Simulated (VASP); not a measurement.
A VASP calculation is set up with these files.

INCAR:
```
SYSTEM = ZnF2
PREC = Accurate
ENCUT = 400
EDIFF = 1E-6
NELM = 100
ALGO = Normal
LREAL = .FALSE.
LASPH = .TRUE.
ISMEAR = -1
SIGMA = 0.02
GGA = PS
LMAXMIX = 4
LWAVE = .FALSE.
LCHARG = .FALSE.
ISIF = 2
```

### POSCAR
```
ZnF2
1
    4.7692510000     0.0000000000     0.0000000000
    0.0000000000     4.7692510000     0.0000000000
    0.0000000000     0.0000000000     3.1770640000
Zn F
2 4
Direct
  0.5000000000   0.5000000000   0.5000000000
  0.0000000000   0.0000000000   0.0000000000
  0.6968600000   0.6968600000   0.0000000000
  0.3031400000   0.3031400000   0.0000000000
  0.8031400000   0.1968600000   0.5000000000
  0.1968600000   0.8031400000   0.5000000000
```

KPOINTS:
```
Regular mesh
0
gamma
 5 5 7
0 0 0
```

POTCAR, in this order: Zn F (PBE.64 set). Program: vasp_std.

### Question
Translate this PBEsol calculation to Quantum ESPRESSO's pw.x.

### Answer
One equivalent input (not run):
```
&CONTROL
  calculation = 'scf'
  pseudo_dir = './pseudo'
  outdir = './out'
  tprnfor = .true.
  tstress = .true.
/
&SYSTEM
  ibrav = 0
  nat = 6
  ntyp = 2
  ecutwfc = 84
  occupations = 'smearing'
  smearing = 'fermi-dirac'
  degauss = 0.00147
  input_dft = 'pbesol'
/
&ELECTRONS
  conv_thr = 7.3e-08
  electron_maxstep = 100
/
ATOMIC_SPECIES
  Zn 65.380 Zn.upf
  F 18.998 F.upf
CELL_PARAMETERS angstrom
     4.7692510    0.0000000    0.0000000
     0.0000000    4.7692510    0.0000000
     0.0000000    0.0000000    3.1770640
ATOMIC_POSITIONS crystal
  Zn   0.5000000  0.5000000  0.5000000
  Zn   0.0000000  0.0000000  0.0000000
  F    0.6968600  0.6968600  0.0000000
  F    0.3031400  0.3031400  0.0000000
  F    0.8031400  0.1968600  0.5000000
  F    0.1968600  0.8031400  0.5000000
K_POINTS automatic
  5 5 7 0 0 0
```
Limits of the translation: the potentials are each code's own (VASP's PAW set, PseudoDojo norm-conserving files in pw.x), so ENCUT and ecutwfc are chosen apart and not converted; conv_thr bounds pw.x's estimated SCF error, while EDIFF bounds the energy change between steps.

The structure comes from a computed database's ZnF2 entry; how it stands against other phases isn't given here. The cell was not relaxed at this level. The run is one of a series of settings (GGA = PS against the base run), some of them coarse on purpose.
